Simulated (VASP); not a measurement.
An input for Quantum ESPRESSO's pw.x (written as the equivalent of a VASP run, and not itself run):

```
&CONTROL
  calculation = 'scf'
  pseudo_dir = './pseudo'
  outdir = './out'
  tprnfor = .true.
  tstress = .true.
/
&SYSTEM
  ibrav = 0
  nat = 6
  ntyp = 2
  ecutwfc = 84
  occupations = 'smearing'
  smearing = 'fermi-dirac'
  degauss = 0.00735
  input_dft = 'pbe'
/
&ELECTRONS
  conv_thr = 7.3e-08
  electron_maxstep = 100
/
ATOMIC_SPECIES
  Y 88.906 Y.upf
  Tc 97.907 Tc.upf
CELL_PARAMETERS angstrom
     0.0000000    4.8093040    4.8093040
     4.8093040    0.0000000    4.8093040
     4.8093040    4.8093040    0.0000000
ATOMIC_POSITIONS crystal
  Y    0.1250000  0.1250000  0.1250000
  Y    0.6250000  0.1250000  0.1250000
  Y    0.1250000  0.6250000  0.1250000
  Y    0.1250000  0.1250000  0.6250000
  Tc   0.7500000  0.7500000  0.7500000
  Tc   0.5000000  0.5000000  0.5000000
K_POINTS automatic
  2 2 2 0 0 0
```

Question: Write the VASP files for the same calculation (PBE).

Answer: One answer among several that fit: 
File POSCAR:
```
Y2Tc
1
    0.0000000000     4.8093040000     4.8093040000
    4.8093040000     0.0000000000     4.8093040000
    4.8093040000     4.8093040000     0.0000000000
Y Tc
4 2
Direct
  0.1250000000   0.1250000000   0.1250000000
  0.6250000000   0.1250000000   0.1250000000
  0.1250000000   0.6250000000   0.1250000000
  0.1250000000   0.1250000000   0.6250000000
  0.7500000000   0.7500000000   0.7500000000
  0.5000000000   0.5000000000   0.5000000000
```

KPOINTS:
```
Automatic mesh
0
Gamma
2 2 2
0 0 0
```

INCAR:
```
SYSTEM = Y2Tc
PREC = Accurate
ENCUT = 300
EDIFF = 1E-6
NELM = 100
ALGO = Normal
LREAL = .FALSE.
LASPH = .TRUE.
ISMEAR = -1
SIGMA = 0.1
GGA = PE
LMAXMIX = 4
LWAVE = .FALSE.
LCHARG = .FALSE.
ISIF = 2
```

POTCAR, in this order: Y_sv Tc_pv (PBE.64 set). Program: vasp_std.

The two are equivalent in intent, not identical: the potentials are each code's own (VASP's PAW set, PseudoDojo norm-conserving files in pw.x), so ENCUT and ecutwfc are chosen apart and not converted; conv_thr bounds pw.x's estimated SCF error, while EDIFF bounds the energy change between steps.

The structure was generated: Y2Tc was put into an ordered model structure, which need not be its known phase. The cell was not relaxed at this level. The k-mesh is coarse (spacing up to 0.57 per Å, 2π included), so the numbers may not be converged in it. The run is one of a series of settings (KPOINTS 2×2×2 Γ-centred mesh against the base run), some of them coarse on purpose.
